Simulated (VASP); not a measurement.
# Nb2SnSe (P6_3/mmc) in VASP: notebook

Runs on Nb2SnSe. Level: PBE. Tasks: relaxation of cell and atoms.

Everything below comes from runs of VASP 6.6.1. Logs are shortened: lines on timing, memory, paths and dates and some standing lists are left out, and cuts for length are marked.

### 1 The structure

Symmetry: P6_3/mmc, No. 194, hexagonal system. Conventional cell: a = 3.242 Å, b = 3.242 Å, c = 16.804 Å, α = 90.00°, β = 90.00°, γ = 120.00°. Nb (site symmetry 3m) is surrounded by 3 Se at 2.63 Å and 3 Sn at 3.01 Å. Sn (site symmetry -3m) is surrounded by 6 Nb at 3.01 Å and 6 Sn at 3.24 Å. Around Se (site symmetry -6m2) lie 6 Nb at 2.63 Å.

The cell was built by a generator and needn't be a form met in nature.

### 2 Relaxation of cell and atoms, PBE

INCAR

```
PREC     = Accurate       # precision mode
ENCUT    = 520            # plane-wave cutoff, eV
EDIFF    = 1E-6           # SCF threshold, eV
ISMEAR   = 0              # smearing method
SIGMA    = 0.1            # smearing width, eV
LREAL    = False          # projectors in reciprocal space
LASPH    = True           # aspherical terms in the spheres
NELM     = 120            # most SCF steps
ALGO     = Normal         # electronic algorithm
ISIF     = 3              # what is computed and relaxed
LWAVE    = False          # write WAVECAR
LCHARG   = False          # write CHGCAR
GGA      = PE             # functional
IBRION   = 2              # ionic algorithm
NSW      = 90             # ionic steps
EDIFFG   = -0.01          # ionic threshold
KPAR     = 4
```

KPOINTS

```
regular mesh
0
Gamma
  10 10 2
```

POSCAR

```
Nb2SnSe
1.0
    3.2417166600      0.0000000000      0.0000000000
   -1.6208583300      2.8074089800      0.0000000000
    0.0000000000      0.0000000000     16.8040000000
Nb Sn Se
4 2 2
Direct
    0.3333333300      0.6666666700      0.3600333300
    0.3333333300      0.6666666700      0.1399666700
    0.6666666700      0.3333333300      0.8600333300
    0.6666666700      0.3333333300      0.6399666700
    0.0000000000      0.0000000000      0.5000000000
    0.0000000000      0.0000000000      0.0000000000
    0.6666666700      0.3333333300      0.2500000000
    0.3333333300      0.6666666700      0.7500000000
```

Potentials or basis: VASP PAW PBE potentials, release 64 (Nb_sv, Sn_d, Se).

Started as:

```bash
> cat potpaw_PBE.64/Nb_sv/POTCAR potpaw_PBE.64/Sn_d/POTCAR potpaw_PBE.64/Se/POTCAR > POTCAR
> mpirun -np 4 vasp_std > vasp.out
```

OUTCAR:

```text
PREC = Accurate
   ENCUT = 520
   EDIFF = 1E-6
   ISMEAR = 0
   LREAL = False
   LASPH = True
   NELM = 120
   ISIF = 3
   GGA = PE
   IBRION = 2
   NSW = 90
   EDIFFG = -0.01

 ion  position               nearest neighbor table
   1  0.333  0.667  0.360-   7 2.63   7 2.63   7 2.63   5 3.01   5 3.01   5 3.01
   2  0.333  0.667  0.140-   7 2.63   7 2.63   7 2.63   6 3.01   6 3.01   6 3.01
   3  0.667  0.333  0.860-   8 2.63   8 2.63   8 2.63   6 3.01   6 3.01   6 3.01
   4  0.667  0.333  0.640-   8 2.63   8 2.63   8 2.63   5 3.01   5 3.01   5 3.01
   5  0.000  0.000  0.500-   1 3.01   4 3.01   4 3.01   1 3.01   4 3.01   1 3.01
   6  0.000  0.000  0.000-   2 3.01   3 3.01   3 3.01   2 3.01   3 3.01   2 3.01
   7  0.667  0.333  0.250-   1 2.63   2 2.63   1 2.63   2 2.63   1 2.63   2 2.63
   8  0.333  0.667  0.750-   3 2.63   4 2.63   3 2.63   4 2.63   3 2.63   4 2.63

  LATTYP: Found a hexagonal cell.
 ALAT       =     3.2417166600
 C/A-ratio  =     5.1836732702

  Lattice vectors:

 A1 = (   3.2417166600,   0.0000000000,   0.0000000000)
 A2 = (  -1.6208583300,   2.8074089800,   0.0000000000)
 A3 = (   0.0000000000,   0.0000000000,  16.8040000000)

Analysis of symmetry for initial positions (statically):
=====================================================================
 Subroutine PRICEL returns:
 Original cell was already a primitive cell.

 Routine SETGRP: Setting up the symmetry group for a
 hexagonal supercell.

 Subroutine GETGRP returns: Found 24 space group operations
 (whereof 12 operations were pure point group operations)
 out of a pool of 24 trial point group operations.

The static configuration has the point symmetry D_3d.
 The point group associated with its full space group is D_6h.

Analysis of symmetry for dynamics (positions and initial velocities):
=====================================================================
 Subroutine PRICEL returns:
 Original cell was already a primitive cell.

 Routine SETGRP: Setting up the symmetry group for a
 hexagonal supercell.

 Subroutine GETGRP returns: Found 24 space group operations
 (whereof 12 operations were pure point group operations)
 out of a pool of 24 trial point group operations.

The dynamic configuration has the point symmetry D_3d.
 The point group associated with its full space group is D_6h.

 Subroutine INISYM returns: Found 24 space group operations
 (whereof 12 operations are pure point group operations),
 and found     1 'primitive' translations

----------------------------------------------------------------------------------------

                                     Primitive cell

  volume of cell :     152.9303

  direct lattice vectors                    reciprocal lattice vectors
     3.241716660  0.000000000  0.000000000     0.308478533  0.178100164  0.000000000
    -1.620858330  2.807408980  0.000000000     0.000000000  0.356200328  0.000000000
     0.000000000  0.000000000 16.804000000     0.000000000  0.000000000  0.059509641

  length of vectors
     3.241716660  3.241716660 16.804000000     0.356200328  0.356200328  0.059509641

  position of ions in fractional coordinates (direct lattice)
     0.333333330  0.666666670  0.360033330
     0.333333330  0.666666670  0.139966670
     0.666666670  0.333333330  0.860033330
     0.666666670  0.333333330  0.639966670
     0.000000000  0.000000000  0.500000000
     0.000000000  0.000000000  0.000000000
     0.666666670  0.333333330  0.250000000
     0.333333330  0.666666670  0.750000000

  ion indices of the primitive-cell ions
   primitive index   ion index
                 1           1
                 2           2
                 3           3
                 4           4
                 5           5
                 6           6
                 7           7
                 8           8

----------------------------------------------------------------------------------------

 KPOINTS: regular mesh

Automatic generation of k-mesh.
 Grid dimensions read from file:
 generate k-points for:   10   10    2

 Generating k-lattice:

  Cartesian coordinates                     Fractional coordinates (reciprocal lattice)
     0.030847853  0.017810016  0.000000000     0.100000000  0.000000000  0.000000000
     0.000000000  0.035620033  0.000000000     0.000000000  0.100000000  0.000000000
     0.000000000  0.000000000  0.029754820     0.000000000  0.000000000  0.500000000

  Length of vectors
     0.035620033  0.035620033  0.029754820

  Shift w.r.t. Gamma in fractional coordinates (k-lattice)
     0.000000000  0.000000000  0.000000000

 Subroutine IBZKPT returns following result:
 ===========================================

 Found     28 irreducible k-points:

 Following reciprocal coordinates:
            Coordinates               Weight
  0.000000  0.000000  0.000000      1.000000
  0.100000 -0.000000  0.000000      6.000000
  0.200000 -0.000000  0.000000      6.000000
  0.300000  0.000000  0.000000      6.000000
  0.400000 -0.000000  0.000000      6.000000
  0.500000  0.000000  0.000000      3.000000
[... 16 lines left out ...]
  0.300000  0.100000  0.500000     12.000000
  0.400000  0.100000  0.500000     12.000000
 [... further k-points ...]
   k-points           NKPTS =     28   k-points in BZ     NKDIM =     28   number of bands    NBANDS=     55
   number of dos      NEDOS =    301   number of ions     NIONS =      8
   total plane-waves  NPLWV =  72576
   dimension x,y,z NGX =    24 NGY =   24 NGZ =  126
   dimension x,y,z NGXF=    48 NGYF=   48 NGZF=  252
   ions per type =               4   2   2
   NGX,Y,Z   is equivalent  to a cutoff of  12.31, 12.31, 12.47 a.u.
   NGXF,Y,Z  is equivalent  to a cutoff of  24.62, 24.62, 24.93 a.u.
 SYSTEM =  unknown system
   PREC   = accura    normal or accurate (medium, high low for compatibility)
   ISTART =      0    job   : 0-new  1-cont  2-samecut
   ICHARG =      2    charge: 1-file 2-atom 10-const
   ISPIN  =      1    spin polarized calculation?
   LNONCOLLINEAR =      F non collinear calculations
   LSORBIT =      F    spin-orbit coupling
   LASPH  =      T    aspherical Exc in radial PAW
   ENCUT  =  520.0 eV  38.22 Ry    6.18 a.u.   6.03  6.03 31.24*2*pi/ulx,y,z
   NELM   =    120;   NELMIN=  2; NELMDL= -5     # of ELM steps
   EDIFF  = 0.1E-05   stopping-criterion for ELM
   LREAL  =      F    real-space projection
   EDIFFG = -.1E-01   stopping-criterion for IOM
   NSW    =     90    number of steps for IOM
   IBRION =      2    ionic relax: 0-MD 1-quasi-New 2-CG
   NFREE  =      1    steps in history (QN), initial steepest desc. (CG)
   ISIF   =      3    stress and relaxation
   ISYM   =      2    0-nonsym 1-usesym 2-fastsym
   POTIM  = 0.5000    time-step for ionic-motion
   TEBEG  =    0.0;   TEEND  =   0.0 temperature during run
   PSTRESS=    0.0 pullay stress
   NELECT =      92.0000    total number of electrons
   NUPDOWN=      -1.0000    fix difference up-down
   EMIN   =  10.00;   EMAX   =-10.00  energy-range for DOS
   EFERMI =   0.00;   METHOD = LEGACY
   ISMEAR =     0;   SIGMA  =   0.10  broadening in eV -4-tet -1-fermi 0-gaus
   EFERMI_NEDOS =   21; number of points for ismear=-14 and -15
   IALGO  =     38    algorithm
   IMIX   =      4    mixing-type and parameters
     AMIX     =   0.40;   BMIX     =  1.00
     AMIX_MAG =   1.60;   BMIX_MAG =  1.00
  volume/ion in A,a.u.               =      19.12       129.00
  Fermi-wavevector in a.u.,A,eV,Ry     =   1.381994  2.611591 25.985885  1.909909
  Thomas-Fermi vector in A             =   2.506727
   LORBIT       =      0    0 simple, 1 ext, 2 COOP (PROOUT), +10 PAW based schemes
   GGA     = PE    functional components
   LHFCALC =     F    Hartree Fock is set to
   AEXX    =    0.0000 exact exchange contribution
   IVDW    =     0    specifies the selected vdW correction
   LEPSILON=     F    determine dielectric tensor
   LRPA    =     F    only Hartree local field effects (RPA)
 conjugate gradient relaxation of ions
 non-spin polarized calculation
 Gauss-broadening in eV      SIGMA  =   0.10
  energy-cutoff  :      520.00
  volume of cell :      152.93
 maximum number of plane-waves:      4170
   NGX = 13   NGY = 13   NGZ = 63

--------------------------------------- Ionic step        1  -------------------------------------------

 number of electron      91.9999996 magnetization

 Free energy of the ion-electron system (eV)
  ---------------------------------------------------
  ext. energy  EPLUGINS =         0.00000000
  ---------------------------------------------------
  free energy    TOTEN  =       -57.43778012 eV

  energy without entropy =      -57.39281227  energy(sigma->0) =      -57.41529620

------------------------ aborting loop because EDIFF is reached ----------------------------------------

  FORCE on cell =-STRESS in cart. coord.  units (eV):
  Direction    XX          YY          ZZ          XY          YZ          ZX
  --------------------------------------------------------------------------------------
  -------------------------------------------------------------------------------------
  Total       -0.4478087     -0.4478087      0.8765237      0.0000000      0.0000000      0.0000000
  in kB       -4.6914785     -4.6914785      9.1829208      0.0000000      0.0000000      0.0000000
  external PRESSURE =      -0.0666787 kB  Pullay stress =       0.0000000 kB
[... 153 lines left out ...]
  energy  without entropy=      -57.3986741323  energy(sigma->0) =      -57.42054840

--------------------------------------- Ionic step        5  -------------------------------------------

 number of electron      91.9999995 magnetization

 Free energy of the ion-electron system (eV)
  ---------------------------------------------------
  ext. energy  EPLUGINS =         0.00000000
  ---------------------------------------------------
  free energy    TOTEN  =       -57.44267963 eV

  energy without entropy =      -57.39880334  energy(sigma->0) =      -57.42074148

 E-fermi :  10.6047     XC(G=0): -11.8228

 val. band max:       10.5937293707   @ k =   0.3000   0.1000   0.0000
 cond. band min:      10.6290965168   @ k =   0.3000   0.1000   0.0000
 fundamental gap:      0.0353671461
 Fermi energy:        10.6046861120

 k-point     1 :       0.0000    0.0000    0.0000
  band No.  band energies     occupation
      1     -44.6626      2.00000
      2     -44.6625      2.00000
      3     -44.6599      2.00000
      4     -44.6598      2.00000
      5     -20.9170      2.00000
      6     -20.9118      2.00000
[... 1381 lines left out ...]
     54      12.9240      0.00000
     55      13.5971      0.00000

 [... further k-points ...]

------------------------ aborting loop because EDIFF is reached ----------------------------------------

  FORCE on cell =-STRESS in cart. coord.  units (eV):
  Direction    XX          YY          ZZ          XY          YZ          ZX
  --------------------------------------------------------------------------------------
  -------------------------------------------------------------------------------------
  Total        0.0108914      0.0108914      0.0363623     -0.0000000      0.0000000     -0.0000000
  in kB        0.1142830      0.1142830      0.3815488     -0.0000000      0.0000000     -0.0000000
  external PRESSURE =       0.2033716 kB  Pullay stress =       0.0000000 kB
[... 23 lines left out ...]
  FREE ENERGIE OF THE ION-ELECTRON SYSTEM (eV)
  ---------------------------------------------------
  free  energy   TOTEN  =       -57.4426796303 eV

  energy  without entropy=      -57.3988033372  energy(sigma->0) =      -57.42074148

 reached required accuracy - stopping structural energy minimisation
```

Wall time 2.7 min (4 MPI ranks of Intel Xeon Platinum 8488C (Sapphire Rapids), shared host); peak memory 0.39 GiB.

What came out:

```yaml
Free_energy: -57.4427 eV
Relaxed_volume: 19.09 Å³/atom
Relaxed_cell: a = 3.228 Å, b = 3.228 Å, c = 16.915 Å, α = 90.00°, β = 90.00°, γ = 120.00°
Space_group_after_relaxing_to_0.05_Å: P6_3/mmc (No. 194)
Energy_gained_by_relaxing: 0.6 meV/atom
Ionic_steps: 5
Pressure_after_relaxing: 0.0 GPa
Largest_force_after_relaxing: 0.008 eV/Å
Band_gap_on_the_k_mesh: none (metal or under the smearing width)
```

Forces on the atoms (eV/Å):
```
Nb   0.000  0.000 -0.008
Nb   0.000  0.000  0.008
Nb   0.000  0.000 -0.008
Nb   0.000  0.000  0.008
Sn   0.000  0.000  0.000
Sn   0.000  0.000  0.000
Se   0.000  0.000  0.000
Se   0.000  0.000  0.000
```

Step by step:
```tsv
step	energy change (eV)	largest force (eV/Å)	pressure (GPa)	volume (Å³)
1	0.0000	0.0161	-0.01	152.93
2	-0.0045	0.0097	-0.14	152.91
3	-0.0048	0.0169	-0.18	152.90
4	-0.0046	0.0054	0.28	152.40
5	-0.0049	0.0084	0.02	152.69
```

Final structure:
```cif
data_structure
_symmetry_space_group_name_H-M 'P 1'
_symmetry_Int_Tables_number 1
_cell_length_a 3.2285
_cell_length_b 3.2285
_cell_length_c 16.9154
_cell_angle_alpha 90.000
_cell_angle_beta 90.000
_cell_angle_gamma 120.000
_cell_volume 152.69
loop_
_atom_site_label
_atom_site_type_symbol
_atom_site_fract_x
_atom_site_fract_y
_atom_site_fract_z
_atom_site_occupancy
Nb1 Nb 0.33333 0.66667 0.36007 1
Nb2 Nb 0.33333 0.66667 0.13993 1
Nb3 Nb 0.66667 0.33333 0.86007 1
Nb4 Nb 0.66667 0.33333 0.63993 1
Sn1 Sn 0.00000 0.00000 0.50000 1
Sn2 Sn 0.00000 0.00000 0.00000 1
Se1 Se 0.66667 0.33333 0.25000 1
Se2 Se 0.33333 0.66667 0.75000 1
```

Levels at points of the mesh, in eV from the Fermi level:
| k point | band 42 | band 43 | band 44 | band 45 | band 46 | band 47 | band 48 | band 49 | band 50 | band 51 |
| --- | --- | --- | --- | --- | --- | --- | --- | --- | --- | --- |
| (0.00, 0.00, 0.00) | -0.83 | -0.43 | -0.43 | -0.34 | -0.34 | 0.37 | 0.37 | 0.38 | 0.38 | 1.29 |
| (0.50, 0.00, 0.00) | -2.11 | -2.06 | -1.83 | 0.03 | 0.26 | 0.57 | 0.65 | 1.69 | 1.99 | 2.06 |
| (0.00, 0.00, 0.50) | -0.88 | -0.38 | -0.38 | -0.38 | -0.38 | 0.37 | 0.37 | 0.37 | 0.37 | 1.31 |
| (0.50, 0.00, 0.50) | -2.27 | -1.95 | -1.95 | 0.24 | 0.24 | 0.42 | 0.42 | 2.27 | 2.27 | 2.34 |

### 3 Relaxation of cell and atoms, PBE

Edit INCAR of step 2 so:

```diff
@@ -2,3 +2,3 @@
 ENCUT    = 520            # plane-wave cutoff, eV
-EDIFF    = 1E-6           # SCF threshold, eV
+EDIFF    = 1E-7           # SCF threshold, eV
 ISMEAR   = 0              # smearing method
@@ -14,4 +14,5 @@
 IBRION   = 2              # ionic algorithm
-NSW      = 90             # ionic steps
-EDIFFG   = -0.01          # ionic threshold
+NSW      = 60             # ionic steps
+EDIFFG   = -0.005         # ionic threshold
+POTIM    = 0.3            # step
 KPAR     = 4
```

KPOINTS is that of step 2.

POSCAR

```
Nb2SnSe                                 
1.0
    3.2284918030     -0.0000000000     -0.0000000000
   -1.6142459015      2.7959559178     -0.0000000000
   -0.0000000000      0.0000000000     16.9153950977
  Nb              Sn              Se            
     4     2     2
Direct
     0.3333333300000021    0.6666666699999979    0.3600733006628377
     0.3333333300000021    0.6666666699999979    0.1399266993371623
     0.6666666699999979    0.3333333300000021    0.8600733006628376
     0.6666666699999979    0.3333333300000021    0.6399266993371624
     0.0000000000000000    0.0000000000000000    0.5000000000000000
     0.0000000000000000    0.0000000000000000    0.0000000000000000
     0.6666666699999979    0.3333333300000021    0.2500000000000000
     0.3333333300000021    0.6666666699999979    0.7500000000000000
```

Potentials or basis: VASP PAW PBE potentials, release 64 (Nb_sv, Sn_d, Se).

Started as:

```bash
> cat potpaw_PBE.64/Nb_sv/POTCAR potpaw_PBE.64/Sn_d/POTCAR potpaw_PBE.64/Se/POTCAR > POTCAR
> mpirun -np 4 vasp_std > vasp.out
```

Wall time 1.7 min (4 MPI ranks of Intel Xeon Platinum 8488C (Sapphire Rapids), shared host); peak memory 0.39 GiB.

The run converged. Its results:

| Quantity | Value |
| --- | --- |
| Free energy | -57.4426 eV |
| Relaxed volume | 19.09 Å³/atom |
| Relaxed cell | a = 3.229 Å, b = 3.229 Å, c = 16.920 Å, α = 90.00°, β = 90.00°, γ = 120.00° |
| Space group after relaxing (to 0.05 Å) | P6_3/mmc (No. 194) |
| Energy gained by relaxing | 0.0 meV/atom |
| Ionic steps | 3 |
| Pressure after relaxing | 0.0 GPa |
| Largest force after relaxing | 0.004 eV/Å |
| Band gap on the k mesh | none (metal or under the smearing width) |

Forces in eV/Å, atoms in the order of the input:
```
Nb   0.000  0.000 -0.004
Nb   0.000  0.000  0.004
Nb   0.000  0.000 -0.004
Nb   0.000  0.000  0.004
Sn   0.000  0.000  0.000
Sn   0.000  0.000  0.000
Se   0.000  0.000  0.000
Se   0.000  0.000  0.000
```

Final structure:
```xyz
8
Lattice="3.2286 0.0000 0.0000 -1.6143 2.7961 0.0000 0.0000 0.0000 16.9196" Properties=species:S:1:pos:R:3 pbc="T T T"
Nb    0.0000    1.8640    6.0919
Nb    0.0000    1.8640    2.3680
Nb    1.6143    0.9320   14.5517
Nb    1.6143    0.9320   10.8278
Sn    0.0000    0.0000    8.4598
Sn    0.0000    0.0000   16.9196
Se    1.6143    0.9320    4.2299
Se    0.0000    1.8640   12.6897
```

Levels at points of the mesh, in eV from the Fermi level:
| k point | band 44 | band 45 | band 46 | band 47 | band 48 | band 49 |
| --- | --- | --- | --- | --- | --- | --- |
| (0.00, 0.00, 0.00) | -0.43 | -0.34 | -0.34 | 0.37 | 0.37 | 0.38 |
| (0.50, 0.00, 0.00) | -1.83 | 0.03 | 0.26 | 0.57 | 0.64 | 1.69 |
| (0.00, 0.00, 0.50) | -0.38 | -0.38 | -0.38 | 0.37 | 0.37 | 0.37 |
| (0.50, 0.00, 0.50) | -1.95 | 0.24 | 0.24 | 0.42 | 0.42 | 2.27 |
